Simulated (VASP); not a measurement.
Given:

```
CELL_PARAMETERS angstrom
      0.00000     2.79095     2.79095
      2.79095     0.00000     2.79095
      2.79095     2.79095     0.00000
ATOMIC_POSITIONS crystal
  Si 0.00000 0.00000 0.00000
  Sn 0.50000 0.50000 0.50000
```

These are PBEsol GGA, VASP's PBE PAW potentials (set 64) (plane waves; VASP) values and carry that method's errors. Settings: 400 eV cut-off, Gaussian smearing of 0.050 eV, potentials Si Sn_d.

Unless said otherwise, spin-orbit coupling is left out, though it shifts the bands of the heavy elements here.

Problem. What does the run give for the band gap (along the path) with the smallest direct gap where there is one?

Solution. 
```yaml
band gap (along the path): none (metal, semimetal or under 0.01 eV)
```

The absolute energy has meaning only against runs of the same code, potentials and settings.

The structure was generated: SiSn was put into the rock salt type (Fm-3m), which need not be its known phase. It was relaxed first, which changed the volume by +10 %.
